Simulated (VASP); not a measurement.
Data:

```yaml
crystal:
  lattice:
    - [0.00000, 1.80316, 1.80316]
    - [1.80316, 0.00000, 1.80316]
    - [1.80316, 1.80316, 0.00000]
  atoms:
    - { symbol: B, position: [0.00000, 0.00000, 0.00000] }
    - { symbol: N, position: [0.25000, 0.25000, 0.25000] }
```

Level of theory: SCAN meta-GGA, VASP's PBE PAW potentials (set 64) (plane waves; VASP). Numerical set-up: 520 eV cut-off, 14×14×14 Γ-centred mesh, tetrahedra with Blöchl corrections, potentials B N.

Task: Give the energies of bands 2 to 7 at the high-symmetry points, in eV from the valence-band maximum.

Result: 
| band | Γ | X | U | L | W |
|---|---|---|---|---|---|
| 2 | 0.00 | -9.37 | -8.56 | -11.15 | -8.02 |
| 3 | 0.00 | -5.14 | -7.96 | -2.04 | -7.26 |
| 4 | 0.00 | -5.14 | -4.27 | -2.04 | -6.74 |
| 5 | 9.52 | 4.97 | 7.51 | 10.86 | 10.36 |
| 6 | 9.52 | 9.86 | 13.75 | 11.48 | 14.29 |
| 7 | 9.52 | 19.32 | 17.01 | 11.48 | 15.50 |

The gap is indirect, 4.97 eV, from the valence maximum at Γ to the conduction minimum at X.

Measured: gap 6.20 eV at 300 K (computed value off by -1.23 eV), as given by arXiv:1206.3780.

The compound is BN in the zinc blende structure. It was relaxed first.
